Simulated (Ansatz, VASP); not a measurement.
## One calculation of Li4NO, two programs

Contents of INCAR:

```
  ALGO = Normal
  EDIFF = 1E-7
  ENCUT = 520
  GGA = PE
  ISIF = 2
  ISMEAR = -1
  LASPH = True
  LCHARG = False
  LREAL = False
  LWAVE = False
  NBANDS = 20
  NELM = 80
  PREC = Accurate
  SIGMA = 0.05
```

Contents of KPOINTS:

```
k-points
0
Gamma
  8 8 6
```

The input POSCAR:

```
Li4NO
1.0
    3.3128660000      0.0000000000      0.0000000000
    0.0000000000      3.3128660000      0.0000000000
    0.0000000000      0.0000000000      4.9365180000
O N Li
1 1 4
Direct
    0.5005350000      0.4888430000      0.5016580000
    0.0144880000     -0.0074120000      0.0043310000
    0.4953970000      0.0164980000      0.2687240000
   -0.0022400000      0.5139380000      0.7296720000
    0.5004490000     -0.0067010000      0.7315260000
    0.0068420000      0.4933660000      0.2679380000
```

input.yaml

```yaml
crystal:
  lattice:
    - [3.312866, 0.0, 0.0]
    - [0.0, 3.312866, 0.0]
    - [0.0, 0.0, 4.936518]
  atoms:
    - { symbol: O, position: [0.500535, 0.488843, 0.501658] }
    - { symbol: "N", position: [0.014488, -0.007412, 0.004331] }
    - { symbol: Li, position: [0.495397, 0.016498, 0.268724] }
    - { symbol: Li, position: [-0.00224, 0.513938, 0.729672] }
    - { symbol: Li, position: [0.500449, -0.006701, 0.731526] }
    - { symbol: Li, position: [0.006842, 0.493366, 0.267938] }
hamiltonian:
  xc: pbe
  pseudopotentials: { kind: paw }
kpoints:
  mp_grid: { grid: [8, 8, 6] }
scf:
  occupations: { method: fermi_dirac, width: 0.05 }
output:
  forces: true
  stress: true
  eigenvalues: true
  write_density: true
  write_potential: true
  elf: true
  volumetric_format: npy
```

Change from the starting cell: atoms moved at random, drawn with an rms of 0.05 Å.

Alike in both runs: task single point; functional PBE; k mesh 8 × 8 × 6; occupations fermi-dirac, width 0.05 eV; no spin polarisation.

|  | VASP | Ansatz |
| --- | --- | --- |
| version | VASP 6.6.1 | Ansatz 0.2.0 |
| potentials or method | VASP PAW PBE potentials, release 64 (O, N, Li_sv) | Ansatz PAW |
| plane-wave cutoff (eV) | 520 | 420 |
| valence electrons in the cell | 23 | 23 |

Ansatz gave:

```
gap on the k mesh at the Fermi level (eV) : none
rms of the force components (eV/Å)        : 0.192
```

Problem. Estimate VASP's values.

Solution. gap on the k mesh at the Fermi level (eV): none; rms of the force components (eV/Å): 0.197.

Atom by atom the forces differ by 0.005 eV/Å (rms over components). A gap of «none» marks a metal or a gap that the smearing closes. The functional is the same, so the differences come from potentials, cutoffs and numerics.

Caveats: an odd number of electrons without spin polarisation forces a metal; a magnetic or distorted state may lie lower.
